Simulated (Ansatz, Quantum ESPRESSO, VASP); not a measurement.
# One structure in several programs: SnTe (Fm-3m, 2 atoms in the cell)

Self-consistent single point.

```xyz
2
Lattice="0.0000 3.0936 3.0936 3.0936 0.0000 3.0936 3.0936 3.0936 0.0000" Properties=species:S:1:pos:R:3 pbc="T T T"
Sn     0.0000     0.0000     0.0000
Te     3.0936     3.0936     3.0936
```

Shared settings, as Ansatz (a first-principles code) writes them: kpoints.mp_grid.grid = 5 5 5; scf.occupations.method = fermi_dirac; scf.occupations.width = 0.01 eV. Potentials and cutoffs stand in the table.

```csv
code,model,pressure (GPa),cutoff
VASP,"LDA (PZ), VASP's LDA PAW potentials (set 64)",0.92,300 eV
Quantum ESPRESSO,"LDA (PZ), GBRV 1.5 ultrasoft (LDA) pseudopotentials",0.90,40 Ry
Ansatz,"LDA (PW92), default PAW files made with PBE",1.04,420 eV
```

On Ansatz's run: spin-orbit coupling is off.

The spread over the programs that give each value: pressure within 0.14 GPa.

Ansatz's pressure is given at a fixed set of plane waves, as the other plane-wave codes print theirs; with its correction for the finite basis it is 1.07 GPa. The same LDA comes in different parametrisations, which differ slightly.

This mesh misses zone-boundary points where a band edge of such crystals can lie, so no gaps are given.

VASP's run is marked for a possible Pulay error in its stress at this cutoff; no cutoff test was made.

The starting cell has typed, rounded lattice constants, without a prior relaxation at this level. Its lattice was rescaled by a random factor within 2.5 % of one.

Left out of this page: ABINIT, GPAW, CP2K, Elk, FLEUR and SIESTA (not drawn, or without a comparable value).

Keys are those of Ansatz 0.2.
